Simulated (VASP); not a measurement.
The system is GdN.

```xyz
2
Lattice="0.0000 2.5350 2.5350 2.5350 0.0000 2.5350 2.5350 2.5350 0.0000" Properties=species:S:1:pos:R:3 pbc="T T T"
Gd    0.0000    0.0000    0.0000
N     2.5350    2.5350    2.5350
```

The cell comes from a database or a generator and needn't be the stable form of this composition.

Base run:

| Quantity | Value |
| --- | --- |
| Program | VASP 6.6.1 |
| Functional | PBE |
| Potentials or basis | VASP PAW PBE potentials, release 64 (Gd, N) |
| Cutoff | 520 eV |
| k mesh | 10 × 10 × 10 |
| Occupations | fermi-dirac, width 0.05 eV |
| Spin | collinear spin, ferromagnetic start |
| Starting moments | [7.0, 0.0] μB |
| Hubbard terms | Gd f U = 10 eV |

Its results: pressure -4.6 GPa; net moment 7.00 μB per cell; site moments Gd +6.89; N -0.12 μB.

The run is repeated on the same cell with these changes: hubbard terms from Gd f U = 10 eV to Gd f U = 6 eV. What comes out?

Pressure -5.3 GPa; net moment 7.00 μB per cell; site moments Gd +6.87; N -0.11 μB.

Caveats: a cell with one magnetic atom can't hold antiferromagnetic order, which such compounds often take.
